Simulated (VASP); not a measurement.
Computed with PBE GGA, VASP's PBE PAW potentials (set 64) (plane waves; VASP).

The input files of a VASP run:

### KPOINTS
```
K-points
0
Gamma
 11 11 6
```

POSCAR:
```
Lu
3.50
  0.5000000000  -0.8660254286   0.0000000000
  0.5000000000   0.8660254286   0.0000000000
  0.0000000000   0.0000000000   1.5857142857
Lu
2
Cart
  0.5000000000   0.2886757202   0.3964285714
  0.5000000000  -0.2886757202   1.1892857143
```

INCAR:
```
! general
SYSTEM  = Lu
PREC    = Accurate
ENCUT   = 400
LREAL   = .FALSE.   ! projection in real space or not
LASPH   = .TRUE.

! electronic loop
EDIFF   = 1E-6   ! SCF stop (eV)
NELM    = 100   ! most electronic steps
ALGO    = Normal   ! blocked Davidson
LMAXMIX = 6   ! l cut-off of mixed one-centre charges

! smearing
ISMEAR  = 1   ! Methfessel-Paxton
SIGMA   = 0.1   ! width (eV)

! functional
GGA     = PE

! ions
ISIF    = 2   ! forces and stress, cell fixed

! output
LWAVE   = .FALSE.
LCHARG  = .FALSE.
```

POTCAR, in this order: Lu_3 (PBE.64 set). Program: vasp_std.

### Question
Estimate the energy per atom (σ→0), band gap (on the k-mesh).

### Answer

The energy per atom (σ→0) is -4.454 eV/atom and the band gap (on the k-mesh) comes out as none (metal, semimetal or under 0.01 eV).

**OSZICAR**
```
...
DAV:   5    -0.891291545583E+01   -0.37616E-02   -0.37467E-02  2810   0.202E+00    0.251E+01
DAV:   6    -0.890041979028E+01    0.12496E-01   -0.35085E-02  2776   0.426E+00    0.149E+01
DAV:   7    -0.890707949130E+01   -0.66597E-02   -0.65341E-02  2651   0.562E+00    0.380E-01
DAV:   8    -0.890695973204E+01    0.11976E-03   -0.45940E-03  2734   0.980E-01    0.110E-01
DAV:   9    -0.890696839871E+01   -0.86667E-05   -0.20934E-04  2862   0.234E-01    0.306E-02
DAV:  10    -0.890696395106E+01    0.44476E-05   -0.21463E-05  2862   0.740E-02    0.334E-02
DAV:  11    -0.890696438771E+01   -0.43665E-06   -0.72112E-07  1647   0.175E-02
   1 F= -.89069644E+01 E0= -.89079780E+01  d E =0.304073E-02
```

The compound is Lu in the hcp structure. The cell was not relaxed at this level.
